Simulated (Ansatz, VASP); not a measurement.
# One calculation of ScIr3C, two programs

The input INCAR:

```
SYSTEM = ScIr3C
PREC = Accurate ; ENCUT = 520
EDIFF = 1E-6 ; ISMEAR = -1
SIGMA = 0.1 ; LREAL = .FALSE.
LASPH = .TRUE. ; NELM = 60
ALGO = Normal ; ISIF = 2
LWAVE = .FALSE. ; LCHARG = .TRUE.
GGA = PS ; LELF = .TRUE.
LVHAR = .TRUE. ; NBANDS = 29
```

The input KPOINTS:

```
Automatic mesh
0
G
  5 5 5
  0 0 0
```

The input POSCAR:

```
ScIr3C
1.0
    4.6851360000      0.0000000000      0.0000000000
    0.0000000000      4.6851360000      0.0000000000
    0.0000000000      0.0000000000      4.6851360000
Sc Ir C
1 3 1
Direct
    0.0106720488      0.0000000000      0.0000000000
    0.5000000000      0.0000000000      0.0000000000
    0.0000000000      0.5000000000      0.0000000000
    0.0000000000      0.0000000000      0.5000000000
    0.5000000000      0.5000000000      0.5000000000
```

Input for Ansatz:

```yaml
crystal:
  lattice:
    - [4.685136, 0.0, 0.0]
    - [0.0, 4.685136, 0.0]
    - [0.0, 0.0, 4.685136]
  atoms:
    - { symbol: Sc, position: [0.01067204879431462, 0.0, 0.0] }
    - { symbol: Ir, position: [0.5, 0.0, 0.0] }
    - { symbol: Ir, position: [0.0, 0.5, 0.0] }
    - { symbol: Ir, position: [0.0, 0.0, 0.5] }
    - { symbol: C, position: [0.5, 0.5, 0.5] }
kpoints:
  mp_grid:
    grid: [5, 5, 5]
hamiltonian:
  xc: pbesol
scf:
  occupations:
    method: fermi_dirac
    width: 0.1
output:
  forces: true
```

The cell comes from a database or a generator and needn't be the stable form of this composition.

Alike in both runs: task single point; functional PBEsol; k mesh 5 × 5 × 5; occupations fermi-dirac, width 0.1 eV; no spin polarisation.

|  | VASP | Ansatz |
| --- | --- | --- |
| version | VASP 6.6.1 | Ansatz 0.2.0 |
| potentials or method | VASP PAW PBE potentials, release 64 (Sc_sv, Ir, C) | plane waves, PAW |
| plane-wave cutoff (eV) | 520 | 420 |
| valence electrons in the cell | 42 | 66 |

Ansatz gave:

| Item | Value |
| --- | --- |
| rms of the force components (eV/Å) | 0.344 |

What did VASP give for the same quantities?

rms of the force components (eV/Å): 0.368.

Atom by atom the forces differ by 0.024 eV/Å (rms over components). The two sets of potentials don't hold the same shells in valence.

Caveats: the PAW data sets were made with another functional, which shifts forces and pressure a little (VASP). Spin-orbit coupling is left out, which matters for the levels of Ir.
